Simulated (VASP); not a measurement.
Calculation: PBE GGA with D3 dispersion (Becke-Johnson damping), VASP's PBE PAW potentials (set 64) (plane waves; VASP).

VASP ran on this input.

### INCAR
```
SYSTEM=SiO2
PREC=Accurate; ENCUT=520; LREAL=.FALSE.
LASPH=.TRUE.
EDIFF=1E-7; NELM=100; ALGO=Normal
ISMEAR=0; SIGMA=0.05
GGA=PE; IVDW=12
IBRION=2; NSW=30; ISIF=4
EDIFFG=-0.01
LWAVE=.FALSE.; LCHARG=.FALSE.
```

File POSCAR:
```
SiO2
1.0
  4.1589704610   0.0000000000   0.0000000000
  0.0000000000   4.1589704610   0.0000000000
  0.0000000000   0.0000000000   2.6596697512
Si O
2 4
Cartesian
  0.0000000000   0.0000000000   0.0000000000
  2.0794852305   2.0794852305   1.3298348756
  1.2728434596   1.2728434596   0.0000000000
  3.3523286901   0.8066417709   1.3298348756
  0.8066417709   3.3523286901   1.3298348756
  2.8861270014   2.8861270014   0.0000000000
```

### KPOINTS
```
kpoints
0
gamma
 5 5 8
```

POTCAR, in this order: Si O (PBE.64 set). Program: vasp_std.

Output

**OUTCAR**
```
 ion  position               nearest neighbor table
   1  0.000  0.000  0.000-   4 1.75   5 1.75   4 1.75   5 1.75   3 1.80   6 1.80
   2  0.500  0.500  0.500-   3 1.75   6 1.75   3 1.75   6 1.75   5 1.80   4 1.80
   3  0.306  0.306  0.000-   2 1.75   2 1.75   1 1.80
   4  0.806  0.194  0.500-   1 1.75   1 1.75   2 1.80
   5  0.194  0.806  0.500-   1 1.75   1 1.75   2 1.80
   6  0.694  0.694  0.000-   2 1.75   2 1.75   1 1.80
  LATTYP: Found a simple tetragonal cell.
 ALAT       =     4.1589704610
 C/A-ratio  =     0.6395019575
 Subroutine PRICEL returns:
 Original cell was already a primitive cell.
 Subroutine GETGRP returns: Found 16 space group operations
The static configuration has the point symmetry D_2h.
 The point group associated with its full space group is D_4h.
The dynamic configuration has the point symmetry D_2h.
 Subroutine INISYM returns: Found 16 space group operations
 Subroutine IBZKPT returns following result:
 Found     30 irreducible k-points:

 Following reciprocal coordinates:
            Coordinates               Weight
  0.000000  0.000000  0.000000      1.000000
  0.200000  0.000000  0.000000      4.000000
  0.400000  0.000000  0.000000      4.000000
...
```

OSZICAR:
```
       N       E                     dE             d eps       ncg     rms          rms(c)
DAV:   1     0.170542964362E+03    0.17054E+03   -0.18426E+04  1208   0.155E+03
DAV:   2    -0.440230680787E+02   -0.21457E+03   -0.20592E+03  1636   0.329E+02
DAV:   3    -0.508377003930E+02   -0.68146E+01   -0.67969E+01  1440   0.632E+01
DAV:   4    -0.508878514176E+02   -0.50151E-01   -0.50099E-01  1424   0.618E+00
DAV:   5    -0.508883780139E+02   -0.52660E-03   -0.52653E-03  1392   0.625E-01    0.179E+01
DAV:   6    -0.461699653480E+02    0.47184E+01   -0.18413E+01  1340   0.306E+01    0.812E+00
DAV:   7    -0.461898631302E+02   -0.19898E-01   -0.59221E-01  1420   0.535E+00    0.301E+00
DAV:   8    -0.462050944996E+02   -0.15231E-01   -0.20813E-02  1336   0.146E+00    0.110E+00
DAV:   9    -0.462115266083E+02   -0.64321E-02   -0.83159E-03  1396   0.974E-01    0.271E-01
DAV:  10    -0.462117411227E+02   -0.21451E-03   -0.48860E-04  1408   0.192E-01    0.374E-02
DAV:  11    -0.462117207454E+02    0.20377E-04   -0.10232E-04  1392   0.773E-02    0.627E-03
DAV:  12    -0.462117218974E+02   -0.11519E-05   -0.66276E-06  1412   0.198E-02    0.412E-03
DAV:  13    -0.462117218411E+02    0.56221E-07   -0.88452E-07  1416   0.756E-03
   1 F= -.47672167E+02 E0= -.47672167E+02  d E =-.476722E+02
       N       E                     dE             d eps       ncg     rms          rms(c)
DAV:   1    -0.462111821262E+02    0.53977E-03   -0.27143E+00  1232   0.140E+01    0.445E-01
DAV:   2    -0.462160795024E+02   -0.48974E-02   -0.72441E-02  1420   0.214E+00    0.221E-01
DAV:   3    -0.462147096611E+02    0.13698E-02   -0.12693E-03  1400   0.390E-01    0.985E-02
DAV:   4    -0.462145042380E+02    0.20542E-03   -0.11990E-03  1408   0.309E-01    0.251E-02
DAV:   5    -0.462145132221E+02   -0.89841E-05   -0.21043E-04  1360   0.128E-01    0.141E-02
DAV:   6    -0.462145086939E+02    0.45282E-05   -0.15724E-05  1364   0.427E-02    0.668E-03
DAV:   7    -0.462145082357E+02    0.45814E-06   -0.14977E-06  1356   0.130E-02    0.258E-03
DAV:   8    -0.462145082398E+02   -0.40677E-08   -0.36525E-07  1088   0.537E-03
   2 F= -.47675022E+02 E0= -.47675022E+02  d E =-.285416E-02
       N       E                     dE             d eps       ncg     rms          rms(c)
DAV:   1    -0.462149316999E+02   -0.42346E-03   -0.26593E-01  1220   0.438E+00    0.142E-01
DAV:   2    -0.462154176932E+02   -0.48599E-03   -0.71162E-03  1420   0.669E-01    0.687E-02
DAV:   3    -0.462152845100E+02    0.13318E-03   -0.12155E-04  1392   0.121E-01    0.307E-02
DAV:   4    -0.462152642503E+02    0.20260E-04   -0.11941E-04  1408   0.978E-02    0.765E-03
DAV:   5    -0.462152659059E+02   -0.16556E-05   -0.26702E-05  1348   0.475E-02    0.610E-03
DAV:   6    -0.462152644785E+02    0.14274E-05   -0.26001E-06  1344   0.182E-02    0.181E-03
DAV:   7    -0.462152645543E+02   -0.75739E-07   -0.51005E-07  1372   0.534E-03
   3 F= -.47675756E+02 E0= -.47675756E+02  d E =-.358898E-02
       N       E                     dE             d eps       ncg     rms          rms(c)
DAV:   1    -0.462158971888E+02   -0.63271E-03   -0.39855E-02  1336   0.176E+00    0.149E-01
DAV:   2    -0.462156326294E+02    0.26456E-03   -0.52648E-04  1356   0.198E-01    0.837E-02
DAV:   3    -0.462154839721E+02    0.14866E-03   -0.18499E-04  1392   0.124E-01    0.545E-03
DAV:   4    -0.462154855753E+02   -0.16032E-05   -0.15358E-05  1376   0.315E-02    0.510E-03
DAV:   5    -0.462154857212E+02   -0.14596E-06   -0.38731E-07  1344   0.634E-03    0.972E-04
DAV:   6    -0.462154857550E+02   -0.33795E-07   -0.87686E-08   744   0.248E-03
   4 F= -.47675984E+02 E0= -.47675984E+02  d E =-.228000E-03
```

File OUTCAR:
```
------------------------ aborting loop because EDIFF is reached ----------------------------------------
 Edisp (eV)   -1.46050
  FORCE on cell =-STRESS in cart. coord.  units (eV):
  Direction    XX          YY          ZZ          XY          YZ          ZX
  --------------------------------------------------------------------------------------
  Total       2.64156     2.64156     2.58327     0.00000     0.00000     0.00000
  in kB      91.99641    91.99641    89.96659     0.00000     0.00000     0.00000
  external pressure =       91.32 kB  Pullay stress =        0.00 kB
  volume of cell :       46.00
      direct lattice vectors                 reciprocal lattice vectors
     4.151549423 -0.000000000  0.000000000     0.240873924  0.000000000  0.000000000
     0.000000000  4.151549423  0.000000000     0.000000000  0.240873924  0.000000000
     0.000000000  0.000000000  2.669186752     0.000000000  0.000000000  0.374645948
 POSITION                                       TOTAL-FORCE (eV/Angst)
 -----------------------------------------------------------------------------------
      0.00000      4.15155      2.66919        -0.000000      0.000000      0.000000
      2.07577      2.07577      1.33459        -0.000000      0.000000      0.000000
      1.26573      1.26573      0.00000        -0.002984     -0.002984      0.000000
      3.34151      0.81004      1.33459        -0.002984      0.002984      0.000000
      0.81004      3.34151      1.33459         0.002984     -0.002984      0.000000
      2.88582      2.88582      2.66919         0.002984      0.002984      0.000000
 -----------------------------------------------------------------------------------
    total drift:                                0.000000      0.000000     -0.000000
  FREE ENERGIE OF THE ION-ELECTRON SYSTEM (eV)
  ---------------------------------------------------
  free  energy   TOTEN  =       -47.6759843324 eV

  energy  without entropy=      -47.6759843324  energy(sigma->0) =      -47.67598433

 reached required accuracy - stopping structural energy minimisation
```
(Selected blocks of OUTCAR.)

File CONTCAR:
```
SiO2
   1.00000000000000
     4.1515494232954140   -0.0000000000000000    0.0000000000000000
     0.0000000000000000    4.1515494232954140    0.0000000000000000
     0.0000000000000000    0.0000000000000000    2.6691867523147450
  Si              O
     2     4
Direct
     0.0000000000000000    1.0000000000000000    1.0000000000000000
     0.5000000000000000    0.5000000000000000    0.5000000000000000
     0.3048818254543477    0.3048818254543477    0.0000000000000000
     0.8048818254543476    0.1951181745456523    0.5000000000000000
     0.1951181745456523    0.8048818254543476    0.5000000000000000
     0.6951181745456524    0.6951181745456524    1.0000000000000000
```

The compound is SiO2 in the rutile structure, stishovite, a high-pressure form. This cell is one point of a volume scan, at 0.97 of the reference volume. Symmetry was kept, so distortions that lower it aren't found.
